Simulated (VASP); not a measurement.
Consider the following.

```xyz
2
Lattice="0.0000 2.0428 2.0428 2.0428 0.0000 2.0428 2.0428 2.0428 0.0000" Properties=species:S:1:pos:R:3 pbc="T T T"
V      0.0000     0.0000     0.0000
N      2.0428     2.0428     2.0428
```

Calculation: vdW-DF-cx, VASP's PBE PAW potentials (set 64) (plane waves; VASP). Numerical set-up: 520 eV cut-off, 14×14×14 Γ-centred mesh, first-order Methfessel-Paxton smearing of 0.10 eV, potentials V_sv N.

Question: Predict the energy per atom (σ→0), band gap (on the k-mesh) with the smallest direct gap where there is one.

Answer: 
The band gap (on the k-mesh) is none (metal, semimetal or under 0.01 eV). The energy per atom (σ→0) comes out as -7.767 eV/atom.

The absolute energy has meaning only against runs of the same code, potentials and settings.

The compound is VN in the rock salt structure, which distorts at low temperature. It was relaxed first. The start is the result of an earlier pass. The run is not spin-polarised, so no magnetic state was tried. VASP warned that the highest band is occupied, so more bands are needed.
